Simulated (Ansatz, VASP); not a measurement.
# SnAu2 in two plane-wave programs, part 2 of 2

Wanted: the spread between two codes on one cell, functional and k mesh. The cell is generated by rule, not measured, and may not be a known phase. Of the first pair: The two relaxations start from unlike cells of this crystal (the structure described is Ansatz's start), so only their ends are compared.

VASP 6.6.1 and Ansatz 0.2.0.

So far: The structure; VASP: relaxation of cell and atoms, PBEsol, pair 1; Ansatz: relaxation of cell and atoms, PBEsol, pair 1; Comparison.

## (5) VASP: relaxation of cell and atoms, PBEsol, pair 2

Level of this step: PBEsol; plane waves and PAW (Sn_d, Au); invented cell (VASP).

The relaxed volume is the usual yardstick between codes: in a stiff, nearly cubic crystal its relative difference is about their pressure difference at one cell divided by the bulk modulus. Its start cell is another than that of the pair before, and may be another structure of the material.

INCAR reads:

```
SYSTEM = SnAu2
PREC = Accurate
ENCUT = 500
EDIFF = 1E-07
NELM = 120
ISMEAR = 1
SIGMA = 0.2
LREAL = .FALSE.
ALGO = Normal
GGA = PS
NBANDS = 24
LASPH = .TRUE.
LORBIT = 11
LWAVE = .FALSE.
LCHARG = .FALSE.
ISIF = 3
IBRION = 2
NSW = 80
EDIFFG = -0.005
GGA_COMPAT = .FALSE.
NELMIN = 4
KPAR = 2
```

POSCAR reads:

```
SnAu2
1.0
   -1.8562000000      1.8562000000      4.2221070000
    1.8562000000     -1.8562000000      4.2221070000
    1.8562000000      1.8562000000     -4.2221070000
Sn Au
1 2
Direct
    0.0000000000      0.0000000000      0.0000000000
    0.6680791131      0.6680791131      0.0000000000
    0.3319207685      0.3319207685      0.0000000000
```

KPOINTS reads:

```
Automatic mesh
0
Gamma
16 16 16
0 0 0
```

The projector-augmented-wave data sets are Sn_d and Au (PBE family, release 64).

Started as:

```
$ mpirun -np 2 vasp_std
```

Numbers of over 12 decimals in the logs are rounded to 6 here.

The log of the run:

```text
[banner, memory and clock lines left out]
running    2 mpi-ranks, on    1 nodes
[...]
[... a notice as in an earlier step ...]

 LDA part: xc-table for (Slater+PW92), standard interpolation
 POSCAR, INCAR and KPOINTS ok, starting setup
[...]
entering main loop
       N       E                     dE             d eps       ncg     rms          rms(c)
DAV:   1     0.300950338726E+03    0.30095E+03   -0.17301E+04 17800   0.198E+03
DAV:   2     0.105397706696E+02   -0.29041E+03   -0.27647E+03 17856   0.509E+02
DAV:   3    -0.128910587011E+02   -0.23431E+02   -0.23124E+02 19072   0.118E+02
DAV:   4    -0.134426133539E+02   -0.55155E+00   -0.55119E+00 19672   0.180E+01
[...]
DAV:  11    -0.124301339642E+02   -0.16110E-05   -0.98647E-06 19624   0.297E-02    0.615E-03
DAV:  12    -0.124301344981E+02   -0.53390E-06   -0.35553E-07 18840   0.546E-03    0.133E-03
DAV:  13    -0.124301344878E+02    0.10275E-07   -0.51050E-08 12032   0.237E-03
   1 F= -.12430134E+02 E0= -.12430276E+02  d E =-.124301E+02
[... from here on, the cycles between the ionic steps are left out ...]
   2 F= -.12430149E+02 E0= -.12430290E+02  d E =-.145113E-04
   3 F= -.12430169E+02 E0= -.12430310E+02  d E =-.343994E-04
   4 F= -.12430178E+02 E0= -.12430321E+02  d E =-.872806E-05
 trial-energy change:   -0.000009  1 .order   -0.000009   -0.000012   -0.000007
 step:   2.0265(harm=  2.0265)  dis= 0.00052  next Energy=   -12.430182 (dE=-0.132E-04)
 reached required accuracy - stopping structural energy minimisation
```

OUTCAR, selected parts (step 5):

```text
  Total       -0.0044824     -0.0044824      0.0127073      0.0000000      0.0000000      0.0000000
  in kB       -0.1235867     -0.1235867      0.3503600      0.0000000      0.0000000      0.0000000
  external PRESSURE =       0.0343955 kB  Pullay stress =       0.0000000 kB

 POSITION                                       TOTAL-FORCE (eV/Angst)
 -----------------------------------------------------------------------------------
      0.00000      0.00000      8.44413         0.000000      0.000000      0.000000
      1.85495      1.85495      1.41884        -0.000000     -0.000000     -0.002291
      0.00000      0.00000      2.80322        -0.000000     -0.000000      0.002291
 -----------------------------------------------------------------------------------
    total drift:                                0.000000      0.000000      0.000256

  FREE ENERGIE OF THE ION-ELECTRON SYSTEM (eV)
  ---------------------------------------------------
  free  energy   TOTEN  =       -12.4301776153 eV

  energy  without entropy=      -12.4306073326  energy(sigma->0) =      -12.43032085

[... 1 part as in an earlier step ...]

[... 3 further parts left out ...]
[key lines of the parts left out:]
E-fermi :   9.5399
```

## (6) Ansatz: relaxation of cell and atoms, PBEsol, pair 2

The same cell, functional, mesh and smearing now go to Ansatz, which takes its cutoff from its data sets.

The cell is taken from a series of runs on this material, whose earlier steps may have relaxed, scaled, displaced or heated it; both programs get it as it stands.

input.yaml reads:

```yaml
crystal:
  lattice:
    - [-1.8562000127, 1.8562000127, 4.2221065321]
    - [1.8562000127, -1.8562000127, 4.2221065321]
    - [1.8562000127, 1.8562000127, -4.2221065321]
  atoms:
    - { symbol: Sn, position: [0.0, 0.0, 0.0] }
    - { symbol: Au, position: [0.6680791496, 0.6680791496, 0.0] }
    - { symbol: Au, position: [0.3319208504, 0.3319208504, 0.0] }
kpoints:
  mp_grid: { grid: [16, 16, 16] }
hamiltonian:
  xc: pbesol
scf:
  occupations: { method: methfessel_paxton, width: 0.2 }
output:
  forces: true
  stress: true
  eigenvalues: true
relax:
  adjacent_minimum: "off"
  f_tol: 0.001
  max_steps: 60
  cell: { stress_tol: 0.01 }
```

Started as:

```
$ ansatz run input.yaml --threads 8 --pin off --max-ram 14336MiB --backend cpu --events-out ev --progress --plain --runs-dir out
```

The log of the run:

```text
[...]
Crystal: 3 atoms, lattice volume = 58.189 Å³
Basis set: ecut = 420 eV, 1147 PW (Γ), exchange–correlation on 72×72×72 points (8 copies of the dense FFT grid, shifted against one another)
Bands: 32, of which v1, the nominal top of the filled ones, is band 26 counted from 1 (25 counted from 0)
Symmetry: 16 space group operations
[...]
k-points: 349 of 4096
[...]
--- Relaxed structure (3 steps of the walk, 3 accepted, 1 SCFs on fresh bases) ---
[...]
cell:  # Å, volume = 58.1844 Å³
    - [-1.855766, 1.855766, 4.223768]
    - [1.855766, -1.855766, 4.223768]
    - [1.855766, 1.855766, -4.223768]
  atoms:
    - { symbol: Sn, position: [0, 0, 0] }
    - { symbol: Au, position: [0.668049, 0.668049, 0] }
    - { symbol: Au, position: [0.331951, 0.331951, 0] }
[key lines of the parts left out:]
SCF converged after 5 iterations
Free energy (F): -31964.299779 eV
Fermi energy:    17.350415 eV
P = ⅓ Tr σ = 0.0003 GPa (0.003 kbar)
```

## (7) Comparison

What differs besides the data sets and the points named for the pairs above, as far as they apply: the data sets hold 52 valence electrons in Ansatz (on its default PAW (the set named soft_2) files) and 36 in VASP. Total energies have different zeros and are not compared.

Both answers:

| quantity | Ansatz | VASP | difference |
| --- | --- | --- | --- |
| volume (Å³) | 58.18 | 58.11 | +0.13 % |
| edge a after relaxation, in the typed setting (Å) | 4.973 | 4.971 | +0.04 % |

## (8) Ansatz: relaxation of cell and atoms, PBEsol, pair 3

The relaxed volume is the usual yardstick between codes: in a stiff, nearly cubic crystal its relative difference is about their pressure difference at one cell divided by the bulk modulus.

The cell is taken from a series of runs on this material, whose earlier steps may have relaxed, scaled, displaced or heated it; both programs get it as it stands.

input.yaml reads:

```yaml
crystal:
  lattice:
    - [-1.8669187895, 1.8669187895, 4.1748776562]
    - [1.8669187895, -1.8669187895, 4.1748776562]
    - [1.8669187895, 1.8669187895, -4.1748776562]
  atoms:
    - { symbol: Sn, position: [0.0, 0.0, 0.0] }
    - { symbol: Au, position: [0.6677007702, 0.6677007702, 0.0] }
    - { symbol: Au, position: [0.3322992298, 0.3322992298, 0.0] }
kpoints:
  mp_grid: { grid: [16, 16, 16] }
hamiltonian:
  xc: pbesol
scf:
  occupations: { method: gaussian, width: 0.1 }
output:
  forces: true
  stress: true
  eigenvalues: true
relax:
  adjacent_minimum: "off"
  f_tol: 0.005
  max_steps: 80
  cell: { stress_tol: 0.05 }
```

The log of the run:

```text
[...]
Crystal: 3 atoms, lattice volume = 58.204 Å³
Basis set: ecut = 420 eV, 1161 PW (Γ), exchange–correlation on 72×72×72 points (8 copies of the dense FFT grid, shifted against one another)
Bands: 32, of which v1, the nominal top of the filled ones, is band 26 counted from 1 (25 counted from 0)
Symmetry: 16 space group operations
[...]
k-points: 349 of 4096
[...]
--- Relaxed structure (4 steps of the walk, 4 accepted, 1 SCFs on fresh bases) ---
[...]
cell:  # Å, volume = 58.1887 Å³
    - [-1.856200, 1.856200, 4.222107]
    - [1.856200, -1.856200, 4.222107]
    - [1.856200, 1.856200, -4.222107]
  atoms:
    - { symbol: Sn, position: [0, 0, 0] }
    - { symbol: Au, position: [0.668079, 0.668079, 0] }
    - { symbol: Au, position: [0.331921, 0.331921, 0] }
[key lines of the parts left out:]
SCF converged after 5 iterations
Free energy (F): -31964.301757 eV
Fermi energy:    17.348604 eV
P = ⅓ Tr σ = 0.0137 GPa (0.137 kbar)
```

## (9) VASP: relaxation of cell and atoms, PBEsol, pair 3

The same cell, functional, mesh and smearing now go to VASP, with its own data sets.

INCAR: that of step 5 with these lines changed.

```diff
@@ -5,4 +5,4 @@
 NELM = 120
-ISMEAR = 1
-SIGMA = 0.2
+ISMEAR = 0
+SIGMA = 0.1
 LREAL = .FALSE.
```

POSCAR reads:

```
SnAu2
1.0
   -1.8669190000      1.8669190000      4.1748780000
    1.8669190000     -1.8669190000      4.1748780000
    1.8669190000      1.8669190000     -4.1748780000
Sn Au
1 2
Direct
    0.0000000000      0.0000000000      0.0000000000
    0.6677007089      0.6677007089      0.0000000000
    0.3322991714      0.3322991714      0.0000000000
```

KPOINTS is that of step 5.

Started as:

```
$ mpirun -np 2 vasp_std
```

The log of the run:

```text
[... set-up lines as in an earlier step ...]
 entering main loop
       N       E                     dE             d eps       ncg     rms          rms(c)
DAV:   1     0.300430674998E+03    0.30043E+03   -0.17316E+04 17752   0.198E+03
DAV:   2     0.108435729075E+02   -0.28959E+03   -0.27604E+03 17504   0.508E+02
DAV:   3    -0.128910702210E+02   -0.23735E+02   -0.23438E+02 19376   0.118E+02
DAV:   4    -0.134435612994E+02   -0.55249E+00   -0.55198E+00 19208   0.180E+01
[...]
DAV:  11    -0.124288566225E+02   -0.15554E-05   -0.99563E-06 20056   0.309E-02    0.620E-03
DAV:  12    -0.124288571796E+02   -0.55713E-06   -0.37021E-07 19096   0.564E-03    0.127E-03
DAV:  13    -0.124288571734E+02    0.62546E-08   -0.46816E-08 12008   0.219E-03
   1 F= -.12428857E+02 E0= -.12426795E+02  d E =-.124289E+02
[...]
2 F= -.12430921E+02 E0= -.12428950E+02  d E =-.206380E-02
[...]
3 F= -.12430949E+02 E0= -.12428988E+02  d E =-.209168E-02
[...]
4 F= -.12432158E+02 E0= -.12430204E+02  d E =-.120899E-02
[...]
5 F= -.12432159E+02 E0= -.12430205E+02  d E =-.120991E-02
[...]
6 F= -.12432164E+02 E0= -.12430211E+02  d E =-.567117E-05
 trial-energy change:   -0.000006  1 .order   -0.000006   -0.000010   -0.000002
 step:   1.1329(harm=  1.1329)  dis= 0.00051  next Energy=   -12.432165 (dE=-0.583E-05)
 reached required accuracy - stopping structural energy minimisation
```

From OUTCAR (step 9):

```text
  Total        0.0004998      0.0004998      0.0080577      0.0000000      0.0000000      0.0000000
  in kB        0.0137799      0.0137799      0.2221487      0.0000000      0.0000000      0.0000000
  external PRESSURE =       0.0832362 kB  Pullay stress =       0.0000000 kB

 POSITION                                       TOTAL-FORCE (eV/Angst)
 -----------------------------------------------------------------------------------
      0.00000      0.00000      0.00000         0.000000      0.000000      0.000000
      0.00000      0.00000      5.64075        -0.000000     -0.000000     -0.004006
      1.85507      1.85507     -1.41891         0.000000      0.000000      0.004006
 -----------------------------------------------------------------------------------
    total drift:                                0.000000      0.000000      0.000259

  FREE ENERGIE OF THE ION-ELECTRON SYSTEM (eV)
  ---------------------------------------------------
  free  energy   TOTEN  =       -12.4321644384 eV

  energy  without entropy=      -12.4282568678  energy(sigma->0) =      -12.43021065

[... 2 parts as in an earlier step ...]

[... 2 further parts left out ...]
[key lines of the parts left out:]
E-fermi :   9.5389
```

## (10) Comparison

What differs besides the data sets and the points named for the pairs above, as far as they apply: the data sets hold 52 valence electrons in Ansatz (on its default PAW (the set named soft_2) files) and 36 in VASP. Total energies have different zeros and are not compared.

The two programs side by side:

| quantity | Ansatz | VASP | difference |
| --- | --- | --- | --- |
| volume (Å³) | 58.19 | 58.11 | +0.13 % |
| edge a after relaxation, in the typed setting (Å) | 4.972 | 4.971 | +0.02 % |

## (11) Results

* difference in edge a after relaxation, in the typed setting (relaxation of cell and atoms, PBEsol, pair 1): -0.097 %
* difference in volume (relaxation of cell and atoms, PBEsol, pair 2): 0.13 %
* difference in volume (relaxation of cell and atoms, PBEsol, pair 3): 0.13 %

In words: The difference in volume is 0.13 % (relaxation of cell and atoms, PBEsol, pair 3), within the 1.2 % picked in this series as the mark of a large difference, as far as the stopping tolerances let one tell. The data sets hold unlike numbers of valence electrons (52 in Ansatz and 36 in VASP), so part of the differences comes from the potentials. Such differences can come from data sets, numerical settings and the points named under the comparisons, not from the functional's error against experiment.

[Lines on the potential files, build, host, timing and source positions are cut from VASP's logs without a mark.]

[Logs are printed without paths, hosts, clocks, repeated set-up lines and the standing remarks that a program may print on its own settings, such as how far it seeks lower states.]

[Hosts, paths, dates, database ids (printed as entryN), source tags and the programs' standing remarks are cut or masked in the printed files.]
